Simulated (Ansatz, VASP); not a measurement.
## Two plane-wave programs on Au3C

```
Au C
1.0
     2.94020    0.00000    0.00000
    -1.47010    2.54629    0.00000
     0.00000    0.00000   21.89749
Au C
3 1
Cartesian
  1.4701 0.8488 4.0000
  0.0000 1.6975 6.4492
  0.0000 0.0000 8.8975
  1.9601 -1.1317 10.0875
```

Alike in both runs: task single point; functional PBE; k mesh 9 × 9 × 1; occupations gaussian, width 0.1 eV; no spin polarisation.

|  | VASP | Ansatz |
| --- | --- | --- |
| version | VASP 6.6.1 | Ansatz 0.2.0 |
| potentials or method | VASP PAW PBE potentials, release 64 (Au, C) | scalar-relativistic, plane waves, PAW |
| plane-wave cutoff (eV) | 520 | 420 |
| valence electrons in the cell | 37 | 61 |

```tsv
	VASP	Ansatz	Ansatz less VASP
gap on the k mesh at the Fermi level (eV)	none	none	-
rms of the force components (eV/Å)	1.008	0.981	-0.0271
work function, face that differs most (eV)	6.43	6.43	-0.004
```

Atom by atom the forces differ by 0.028 eV/Å (rms over components). A gap of «none» marks a metal or a gap that the smearing closes. The functional is the same, so the differences come from potentials, cutoffs and numerics. The two sets of potentials don't hold the same shells in valence.

The runs have no spin-orbit coupling, so splittings on Au are missing.
